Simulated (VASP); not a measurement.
These are PBEsol GGA, VASP's PBE PAW potentials (set 64) (plane waves; VASP) values and carry that method's errors.

A VASP calculation is set up with these files.

**KPOINTS**
```
Regular mesh
0
gamma
 4 4 4
```

INCAR:
```
SYSTEM = CsSnI3
PREC = Accurate; ENCUT = 500; LREAL = .FALSE.
LASPH = .TRUE.
EDIFF = 1E-6; NELM = 100; ALGO = Normal
LMAXMIX = 4
ISMEAR = 0; SIGMA = 0.05
GGA = PS
IBRION = 2; NSW = 40; ISIF = 3
EDIFFG = -0.02
LWAVE = .FALSE.; LCHARG = .FALSE.
```

**POSCAR**
```
CsSnI3
1
    6.1569952078     0.0000000000     0.0000000000
    0.0000000000     6.1569952078     0.0000000000
    0.0000000000     0.0000000000     6.1569952078
Cs Sn I
1 1 3
Direct
  0.0000000000   0.0000000000   0.0000000000
  0.5000000000   0.5000000000   0.5000000000
  0.5000000000   0.0000000000   0.5000000000
  0.0000000000   0.5000000000   0.5000000000
  0.5000000000   0.5000000000   0.0000000000
```

POTCAR, in this order: Cs_sv Sn_d I (PBE.64 set). Program: vasp_std.

The run wrote:

### OSZICAR
```
       N       E                     dE             d eps       ncg     rms          rms(c)
DAV:   1     0.358315797214E+03    0.35832E+03   -0.17885E+04   520   0.151E+03
DAV:   2     0.386721516521E+02   -0.31964E+03   -0.31198E+03   586   0.308E+02
DAV:   3    -0.126897385550E+02   -0.51362E+02   -0.50240E+02   624   0.131E+02
DAV:   4    -0.151814735954E+02   -0.24917E+01   -0.24820E+01   646   0.319E+01
DAV:   5    -0.152433060859E+02   -0.61832E-01   -0.61762E-01   780   0.522E+00    0.447E+00
DAV:   6    -0.150247506176E+02    0.21856E+00   -0.40398E-01   700   0.383E+00    0.290E+00
DAV:   7    -0.150035858109E+02    0.21165E-01   -0.27709E-01   672   0.243E+00    0.864E-01
DAV:   8    -0.150048649137E+02   -0.12791E-02   -0.41116E-02   606   0.145E+00    0.278E-01
DAV:   9    -0.150049079456E+02   -0.43032E-04   -0.26820E-03   674   0.416E-01    0.950E-02
DAV:  10    -0.150051487099E+02   -0.24076E-03   -0.56396E-04   654   0.123E-01    0.383E-02
DAV:  11    -0.150051764130E+02   -0.27703E-04   -0.30116E-04   670   0.126E-01    0.383E-02
DAV:  12    -0.150051749135E+02    0.14995E-05   -0.27748E-05   618   0.250E-02    0.248E-02
DAV:  13    -0.150051744571E+02    0.45634E-06   -0.14834E-06   506   0.764E-03
   1 F= -.15005174E+02 E0= -.15005071E+02  d E =-.150052E+02
```

### OUTCAR
```
------------------------ aborting loop because EDIFF is reached ----------------------------------------
  FORCE on cell =-STRESS in cart. coord.  units (eV):
  Direction    XX          YY          ZZ          XY          YZ          ZX
  --------------------------------------------------------------------------------------
  Total       -0.0086712     -0.0086712     -0.0086712     -0.0000000     -0.0000000      0.0000000
  in kB       -0.0595228     -0.0595228     -0.0595228     -0.0000000     -0.0000000      0.0000000
  external PRESSURE =      -0.0595228 kB  Pullay stress =       0.0000000 kB
  volume of cell :      233.40
      direct lattice vectors                 reciprocal lattice vectors
     6.156995208  0.000000000  0.000000000     0.162416888  0.000000000  0.000000000
     0.000000000  6.156995208  0.000000000     0.000000000  0.162416888  0.000000000
     0.000000000  0.000000000  6.156995208     0.000000000  0.000000000  0.162416888
 POSITION                                       TOTAL-FORCE (eV/Angst)
 -----------------------------------------------------------------------------------
      0.00000      0.00000      0.00000         0.000000      0.000000      0.000000
      3.07850      3.07850      3.07850         0.000000      0.000000      0.000000
      3.07850      0.00000      3.07850         0.000000      0.000000      0.000000
      0.00000      3.07850      3.07850         0.000000      0.000000      0.000000
      3.07850      3.07850      0.00000         0.000000      0.000000      0.000000
 -----------------------------------------------------------------------------------
    total drift:                                0.000000     -0.000000     -0.000000
  FREE ENERGIE OF THE ION-ELECTRON SYSTEM (eV)
  ---------------------------------------------------
  free  energy   TOTEN  =       -15.0051744571 eV

  energy  without entropy=      -15.0049685183  energy(sigma->0) =      -15.00507149

 reached required accuracy - stopping structural energy minimisation
```
(Selected blocks of OUTCAR.)

The compound is CsSnI3 in the cubic perovskite structure, the ideal cubic form; the compound distorts at low or room temperature. It was relaxed first.
